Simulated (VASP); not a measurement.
Input:

```
CELL_PARAMETERS angstrom
      4.40492     0.00000     0.00000
     -2.20246     3.81477     0.00000
      0.00000     0.00000    14.24911
ATOMIC_POSITIONS crystal
  Se 0.00000 0.00000 0.50000
  Se 0.66667 0.33333 0.50000
```

Level of theory: r2SCAN meta-GGA, VASP's PBE PAW potentials (set 64) (plane waves; VASP). Run with 400 eV cut-off, 11×11×1 Γ-centred mesh, tetrahedra with Blöchl corrections, potentials Se.

The cell holds a wide vacuum, so values per volume refer to the whole cell.

### Question
Give the energies of bands 3 to 9 at the high-symmetry points, in eV from the Fermi level.

### Answer

| band | Γ | M | K |
|---|---|---|---|
| 3 | -5.21 | -6.04 | -6.75 |
| 4 | -5.21 | -3.55 | -2.14 |
| 5 | -4.12 | -2.82 | -2.14 |
| 6 | 0.00 | -1.42 | -0.79 |
| 7 | 0.00 | 1.84 | -0.79 |
| 8 | 0.77 | 3.21 | 4.79 |
| 9 | 4.36 | 6.41 | 5.30 |

It has no gap at this level: it comes out as a metal or semimetal.

The cell is a sheet with vacuum, built from a generated structure.
